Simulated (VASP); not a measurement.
Data:

```xyz
4
Lattice="1.9749 -3.4207 0.0000 1.9749 3.4207 0.0000 0.0000 0.0000 5.1348" Properties=species:S:1:pos:R:3 pbc="T T T"
Ni     0.0000     0.0000     2.5674
Ni     0.0000     0.0000     0.0000
Sb     1.9749     1.1402     1.2837
Sb     1.9749    -1.1402     3.8511
```

All values below come from PBE GGA, VASP's PBE PAW potentials (set 64) (plane waves; VASP). Run with 480 eV cut-off, 8×8×6 Γ-centred mesh, first-order Methfessel-Paxton smearing of 0.10 eV, potentials Ni Sb.

Unless said otherwise, spin-orbit coupling is left out, though it shifts the bands of the heavy elements here.

### Question
What does the run give for the energy per atom (σ→0), pressure, band gap (on the k-mesh) with the smallest direct gap where there is one?

### Answer

```
Item                                                         Value
------------------------  ----------------------------------------
band gap (on the k-mesh)  none (metal, semimetal or under 0.01 eV)
energy per atom (σ→0)                               -5.076 eV/atom
pressure                                                  2.01 GPa
```

Total energies compare only between runs with the same potentials, cut-off and functional.

The compound is NiSb in the NiAs type structure. It was relaxed first under an external pressure of 2 GPa. The run is not spin-polarised, so no magnetic state was tried.
